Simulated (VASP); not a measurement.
Input of a VASP 6.6.1 run:

File POSCAR:

```
Si
1.0
    0.0000000000      2.7154700000      2.7154700000
    2.7154700000      0.0000000000      2.7154700000
    2.7154700000      2.7154700000      0.0000000000
Si
2
Direct
    0.5000000000      0.5000000000      0.5000000000
    0.7500000000      0.7500000000      0.7500000000
```

INCAR.step1

```
SYSTEM = Si
PREC = Accurate
ENCUT = 600
ISMEAR = 0
SIGMA = 0.02
LREAL = .FALSE.
LASPH = .TRUE.
NELM = 60
GGA = PE
ALGO = Normal
EDIFF = 1E-4
LWAVE = .TRUE.
LCHARG = .FALSE.
```

Contents of INCAR.step2:

```
SYSTEM = Si
PREC = Accurate
ENCUT = 600
EDIFF = 1E-7
ISMEAR = 0
SIGMA = 0.02
LREAL = .FALSE.
LASPH = .TRUE.
NELM = 60
ALGO = Normal
ISIF = 3
LWAVE = .FALSE.
LCHARG = .FALSE.
METAGGA = R2SCAN
LMIXTAU = .TRUE.
IBRION = 2
NSW = 100
EDIFFG = -0.005
ISTART = 1
```

The input KPOINTS:

```
regular mesh
0
G
  10 10 10
  0 0 0
```

Potentials or basis: VASP PAW PBE potentials, release 64 (Si).

Command:

```console
$ cat potpaw_PBE.64/Si/POTCAR > POTCAR
$ cp INCAR.step1 INCAR
$ mpirun -np 1 vasp_std > vasp.out
$ cp INCAR.step2 INCAR
$ mpirun -np 1 vasp_std > vasp.out
```

Question: Estimate the relaxed cell.

Answer: a = 3.846 Å, b = 3.846 Å, c = 3.846 Å, α = 60.00°, β = 60.00°, γ = 60.00°.

Question: Predict the space group after relaxing (to 0.05 Å).

Answer: Fd-3m (No. 227).

Question: Estimate the band gap on the k mesh.

Answer: 0.79 eV, indirect (least direct gap 2.76 eV).

Step by step:
```csv
step,energy change (eV),largest force (eV/Å),pressure (GPa),volume (Å³)
1,0.0000,0.0000,0.48,40.05
2,-0.0001,0.0000,-0.37,40.40
3,-0.0003,0.0000,0.01,40.24
```

Caveat: the PAW data sets were made with another functional, which shifts forces and pressure a little. Zero-point motion and thermal expansion aren't in these numbers.
